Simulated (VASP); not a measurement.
An input for Quantum ESPRESSO's pw.x (written as the equivalent of a VASP run, and not itself run):

```
&CONTROL
  calculation = 'scf'
  pseudo_dir = './pseudo'
  outdir = './out'
  tprnfor = .true.
  tstress = .true.
/
&SYSTEM
  ibrav = 0
  nat = 2
  ntyp = 2
  ecutwfc = 84
  occupations = 'smearing'
  smearing = 'methfessel-paxton'
  degauss = 0.00735
  input_dft = 'vdw-df-obk8'
/
&ELECTRONS
  conv_thr = 7.3e-09
  electron_maxstep = 100
/
ATOMIC_SPECIES
  Al 26.982 Al.upf
  Ru 101.070 Ru.upf
CELL_PARAMETERS angstrom
     3.0317335    0.0000000    0.0000000
     0.0000000    3.0317335    0.0000000
     0.0000000    0.0000000    3.0317335
ATOMIC_POSITIONS crystal
  Al   0.5000000  0.5000000  0.5000000
  Ru   0.0000000  0.0000000  0.0000000
K_POINTS automatic
  12 12 12 0 0 0
```

### Question
Write the VASP files for the same calculation (optB88-vdW).

### Answer
This is not unique; one that fits is 
**POSCAR**
```
RuAl
1.0
  3.0317335496   0.0000000000   0.0000000000
  0.0000000000   3.0317335496   0.0000000000
  0.0000000000   0.0000000000   3.0317335496
Al Ru
1 1
Cartesian
  1.5158667748   1.5158667748   1.5158667748
  0.0000000000   0.0000000000   0.0000000000
```

### INCAR
```
# general
SYSTEM    =  RuAl
PREC      =  Accurate
ENCUT     =  520
LREAL     =  .False.
LASPH     =  .True.   # aspherical one-centre terms

# electronic loop
EDIFF     =  1E-7   # SCF stop (eV)
NELM      =  100   # most electronic steps
ALGO      =  Normal
LMAXMIX   =  4   # l cut-off of mixed one-centre charges

# smearing
ISMEAR    =  1   # Methfessel-Paxton
SIGMA     =  0.1   # width (eV)

# functional
GGA       =  BO
LUSE_VDW  =  .True.
AGGAC     =  0.0
PARAM1    =  0.1833333333
PARAM2    =  0.22

# ions
ISIF      =  2   # forces and stress, cell fixed

# output
LWAVE     =  .False.
LCHARG    =  .False.
```

File KPOINTS:
```
Automatic mesh
0
Gamma
12 12 12
0 0 0
```

POTCAR, in this order: Al Ru_pv (PBE.64 set). Program: vasp_std.

The two are equivalent in intent, not identical: the potentials are each code's own (VASP's PAW set, PseudoDojo norm-conserving files in pw.x), so ENCUT and ecutwfc are chosen apart and not converted; conv_thr bounds pw.x's estimated SCF error, while EDIFF bounds the energy change between steps.

The compound is RuAl in the CsCl type structure. This cell is one point of a volume scan, at 1.03 of the reference volume.
